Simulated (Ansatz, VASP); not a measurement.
**Si63Se (substitutional Se in Si): VASP beside Ansatz**

Aim: how closely do two programs agree when they are given the same cell, functional and k mesh? The cell is taken from a series of runs on this material, whose earlier steps may have relaxed, scaled, displaced or heated it; both programs get it as it stands.

Calculated with Ansatz 0.2.0; plane waves, with VASP 6.6.1 beside it; single point at r2SCAN.

## 1. Set-up

The cell holds 64 atoms: 63 Si and 1 Se. Cell: a = 10.888 Å, b = 10.888 Å, c = 10.888 Å, α = 90.0°, β = 90.0°, γ = 90.0°. It derives from Si (Si (Fd-3m)). Nearest the centre at fractional (0.375, 0.375, 0.375): Se64 at 0.03 Å, Si26 at 2.50 Å, Si48 at 2.50 Å, Si41 at 2.50 Å, Si4 at 2.53 Å, Si20 at 3.87 Å, Si13 at 3.87 Å, Si14 at 3.87 Å. The cell carries charge +2.

## 2. VASP: single point, r2SCAN

A single point gives forces, pressure and levels at one fixed geometry, so differences don't come from the geometry; what else differs is listed under the comparison.

Lines of VASP's logs that name or quote its potential files are left out, and so is its time.

INCAR reads:

```
SYSTEM = Si63Se
PREC = Accurate
ENCUT = 440
EDIFF = 1E-06
NELM = 120
ISMEAR = -1
SIGMA = 0.01
LREAL = Auto
ALGO = Normal
METAGGA = R2SCAN
LASPH = .TRUE.
NELECT = 256
NBANDS = 176
LORBIT = 11
LWAVE = .FALSE.
LCHARG = .FALSE.
ISIF = 2
ISYM = 0
GGA_COMPAT = .FALSE.
EFERMI = MIDGAP
LMIXTAU = .TRUE.
KPAR = 4
```

POSCAR reads:

```
Si63Se
1.0
   10.8884793459      0.0000000000      0.0000000000
    0.0000000000     10.8884793459      0.0000000000
    0.0000000000      0.0000000000     10.8884793459
Si Se
63 1
Direct
    0.9990393732      0.9987872075      0.2483463394
    0.9990885351      0.2483443957      0.9987554153
    0.2485969981      0.9987892904      0.9988391707
    0.2409609634      0.2405905660      0.2406186167
    0.1230893332      0.1227399653      0.3774580793
    0.1230362924      0.3774439733      0.1228491149
    0.3778003467      0.1227828807      0.1227458895
    0.9998148572      0.9995861359      0.7498214341
    0.9989444174      0.2500252354      0.4996099299
    0.2502691058      0.9985694960      0.4996957388
    0.2502168516      0.2498684562      0.7510465635
    0.1248405312      0.1245233674      0.8744740696
    0.1240079240      0.3725148475      0.6263038098
    0.3728289337      0.1237577088      0.6261963102
    0.3753125783      0.3750716748      0.8749337357
    0.9988763004      0.4996383332      0.2500849207
    0.9998281458      0.7498004477      0.9995627034
    0.2502691499      0.4996460141      0.9986986114
    0.2501778070      0.7510487295      0.2498927570
    0.1240404842      0.6262527040      0.3725485381
    0.1247913652      0.8744610108      0.1245561526
    0.3728339058      0.6262397608      0.1237822509
    0.3753449851      0.8748730182      0.3750894518
    0.0003258157      0.5007531953      0.7502510907
    0.0003428646      0.7502217430      0.5007404337
    0.2436237037      0.5081647300      0.5082221126
    0.2490833809      0.7499630436      0.7500021382
    0.1251646866      0.6252719560      0.8753004271
    0.1251160208      0.8752408434      0.6253362667
    0.3793479268      0.6269871141      0.6269972441
    0.3758138505      0.8747628990      0.8747694767
    0.4999349985      0.9986289901      0.2500425449
    0.4999792561      0.2500228165      0.9986039525
    0.7500409454      0.9995328551      0.9995943177
    0.7513957786      0.2498443135      0.2498640358
    0.6265315528      0.1237877035      0.3725067505
    0.6264908901      0.3724809448      0.1238485173
    0.8747911474      0.1245207727      0.1244733693
    0.8751168677      0.3750610880      0.3751067131
    0.5010315062      0.0001258585      0.7502240489
    0.5083490538      0.2434375243      0.5080230602
    0.7504328847      0.0001133105      0.5007896050
    0.7502609455      0.2487773223      0.7499468888
    0.6256095620      0.1248837713      0.8752614297
    0.6271768170      0.3789953841      0.6270171171
    0.8755672087      0.1248917520      0.6252521246
    0.8749484114      0.3755537918      0.8747873924
    0.5083378981      0.5080336830      0.2434733108
    0.5010579697      0.7502223995      0.0001149556
    0.7504304042      0.5007473417      0.0001947950
    0.7502250402      0.7499188696      0.2488347235
    0.6272367763      0.6269157979      0.3790705061
    0.6255746392      0.8752448659      0.1249498047
    0.8755528234      0.6252897823      0.1249035671
    0.8749584523      0.8747624792      0.3755614027
    0.5007989178      0.5005430501      0.7523509580
    0.5008292182      0.7522807212      0.5005330763
    0.7525147729      0.5004893186      0.5006091056
    0.7507064429      0.7504224263      0.7504544905
    0.6263339658      0.6260230467      0.8758356167
    0.6262952878      0.8757930020      0.6260679942
    0.8760591918      0.6260343968      0.6260260808
    0.8755111538      0.8752675588      0.8752727096
    0.3736355542      0.3733105212      0.3733543503
```

KPOINTS reads:

```
Points of the shifted mesh
8
Reciprocal
 0.2500000000  0.2500000000  0.2500000000 1
 0.2500000000  0.2500000000  0.7500000000 1
 0.2500000000  0.7500000000  0.2500000000 1
 0.2500000000  0.7500000000  0.7500000000 1
 0.7500000000  0.2500000000  0.2500000000 1
 0.7500000000  0.2500000000  0.7500000000 1
 0.7500000000  0.7500000000  0.2500000000 1
 0.7500000000  0.7500000000  0.7500000000 1
```

Potentials, in the order of the species: Si and Se (PBE family, release 64).

Launch:

```sh
$ mpirun -np 8 vasp_std
```

Numbers of over 12 decimals in the logs are rounded to 6 here.

The log of the run:

```text
[banner, memory and clock lines left out]
running    8 mpi-ranks, on    1 nodes
[...]
|                                                                             |
|           W    W    AA    RRRRR   N    N  II  N    N   GGGG   !!!           |
|           W    W   A  A   R    R  NN   N  II  NN   N  G    G  !!!           |
|           W    W  A    A  R    R  N N  N  II  N N  N  G       !!!           |
|           W WW W  AAAAAA  RRRRR   N  N N  II  N  N N  G  GGG   !            |
|           WW  WW  A    A  R   R   N   NN  II  N   NN  G    G                |
|           W    W  A    A  R    R  N    N  II  N    N   GGGG   !!!           |
|                                                                             |
|     For optimal performance we recommend to set                             |
|       NCORE = 2 up to number-of-cores-per-socket                            |
|     NCORE specifies how many cores store one orbital (NPAR=cpu/NCORE).      |
|     This setting can greatly improve the performance of VASP for DFT.       |
[...]
DAV:   5    -0.616176224180E+03   -0.43455E-01   -0.43386E-01  3464   0.123E+00BRMIX: very serious problems
 the old and the new charge density differ
 old charge density:   258.00000 new  256.00000
BRMIX: very serious problems
 the old and the new charge density differ
 old charge density:   258.00000 new  256.00000
BRMIX: very serious problems
 the old and the new charge density differ
 old charge density:   258.00000 new  256.00000
BRMIX: very serious problems
 the old and the new charge density differ
 old charge density:   258.00000 new  256.00000
    0.338E+01
DAV:   6    -0.602122629638E+03    0.14054E+02   -0.34194E+00  3464   0.432E+00    0.225E+01
DAV:   7    -0.572387192505E+03    0.29735E+02   -0.55836E+00  3568   0.551E+00    0.195E+00
DAV:   8    -0.573975992233E+03   -0.15888E+01   -0.64379E+00  2944   0.548E+00    0.205E+00
DAV:   9    -0.576800195130E+03   -0.28242E+01   -0.12062E+00  3264   0.257E+00    0.182E+00
[...]
DAV:  19    -0.578325047064E+03    0.76692E-04   -0.50702E-05  3008   0.181E-02    0.160E-02
DAV:  20    -0.578325066908E+03   -0.19844E-04   -0.34865E-05  2944   0.178E-02    0.627E-03
DAV:  21    -0.578325067614E+03   -0.70564E-06   -0.64469E-06  3328   0.677E-03
   1 F= -.57832507E+03 E0= -.57832507E+03  d E =-.167143E-20
```

From OUTCAR (step 2):

```text
  Total      -18.9995739    -18.9987526    -18.9979381     -0.4691825     -0.4642790     -0.4695835
  in kB      -23.5804859    -23.5794665    -23.5784556     -0.5823053     -0.5762195     -0.5828029
  external PRESSURE =     -23.5794693 kB  Pullay stress =       0.0000000 kB

 POSITION                                       TOTAL-FORCE (eV/Angst)
 -----------------------------------------------------------------------------------
     10.87802     10.87527      2.70411         0.048286      0.046598      0.057836
     10.87855      2.70409     10.87493         0.047080      0.059063      0.049022
      2.70684     10.87530     10.87584         0.058406      0.046604      0.044910
      2.62370      2.61967      2.61997         0.001764      0.004604      0.005350
      1.34026      1.33645      4.10994        -0.026968     -0.025260     -0.027560
      1.33968      4.10979      1.33764        -0.027085     -0.026924     -0.028082
      4.11367      1.33692      1.33652        -0.028789     -0.028853     -0.025134
     10.88646     10.88397      8.16442         0.029811      0.026761      0.026964
     10.87699      2.72239      5.43999         0.018753      0.020142      0.027255
      2.72505     10.87290      5.44093         0.021856      0.021717      0.023880
      2.72448      2.72069      8.17775         0.022496      0.025215      0.024474
      1.35932      1.35587      9.52169        -0.027122     -0.028196     -0.023228
      1.35026      4.05612      6.81950        -0.000105     -0.032789     -0.020972
      4.05954      1.34753      6.81833        -0.033699     -0.001274     -0.019747
[...]
-----------------------------------------------------------------------------------
    total drift:                                0.008220     -0.010191     -0.010414

  FREE ENERGIE OF THE ION-ELECTRON SYSTEM (eV)
  ---------------------------------------------------
  free  energy   TOTEN  =      -578.3250676140 eV

  energy  without entropy=     -578.3250676140  energy(sigma->0) =     -578.32506761

[... 2 further parts left out ...]
```

The run ends at a pressure of -2.36 GPa, with forces up to 0.17 eV/Å.

[end of part 1 of 2]

[Lines on the potential files, build, host, timing and source positions are cut from VASP's logs without a mark.]

[Logs are printed without paths, hosts, clocks, repeated set-up lines and the standing remarks that a program may print on its own settings, such as how far it seeks lower states.]

[Hosts, paths, dates, database ids (printed as entryN), source tags and the programs' standing remarks are cut or masked in the printed files.]
